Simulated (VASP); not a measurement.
**Band gap of rock-salt alkali halides: G0W0@PBE against PBE**

VASP (plane waves, PAW); cells keep the symmetry of their structure type. No spin-orbit coupling. PBE gaps are read over mesh and path in cells relaxed at that level, G0W0@PBE gaps on the k-mesh, which holds both edges, in given cells near the measured ones. The two cells differ, so the slope holds a volume effect too. GW rows use other potentials and cut-offs than the column shows. GW: ENCUTGW 200 eV, mesh [4, 4, 4], about 80 bands an atom.

Here x stands for PBE gap and y for G0W0@PBE gap.

```
solid  PBE gap (eV)  G0W0@PBE gap (eV)  cut-off (eV)
-----  ------------  -----------------  ------------
RbBr           4.18                6.8           520
KBr            4.31                  ?           520
RbCl           4.83                7.6           520
NaCl           5.03                8.0           400
KCl            5.04                7.9           520
KF             5.95                9.7           520
NaF            6.10               10.7           520
LiF            8.91               13.5           520
```

Taking a straight line for y over the 7 complete rows: With u = x - 5.7, the rows have u = -1.5200, -0.8700, -0.6700, -0.6600, 0.2500, 0.4000, 3.2100. Means: u 0.020000, y 9.17. About the means, the sum of products is 21.234 and the sum of squares of u is 14.476; the slope is their ratio. Least squares gives y = 9.14 + 1.467·u. Residuals (row less fit): -0.11, -0.26, -0.16, -0.27, 0.19, 0.97, -0.35; standard error 0.51 (degrees of freedom: 5). The slope is 1.47 with a standard error of 0.13.

Task: Predict the withheld y at x = 4.31 from the fit, and compare with the calculation.

Result: u = -1.3900, so y = 9.14 + 1.467 × (-1.3900) = 7.10 eV. The calculation gives 7.0 eV, 0.10 eV below the prediction (1.5 % of the range of y in the table). The row lies between fitted rows. From the scatter of the fitted rows alone, a prediction at this place has a standard error of 0.57 eV, so the miss is 0.2 times that.

For RbBr, KBr, RbCl, NaCl, KCl, KF, NaF, LiF: the mesh is coarse and the basis finite, so the quasiparticle values are not converged. Spin-orbit coupling is left out, which can shift this property for RbBr, KBr. The rows are a random draw from the solids of this series computed here; series whose standard error about the line passes 12 to 30 % of the range of y, or with no trend, aren't shown in this form.
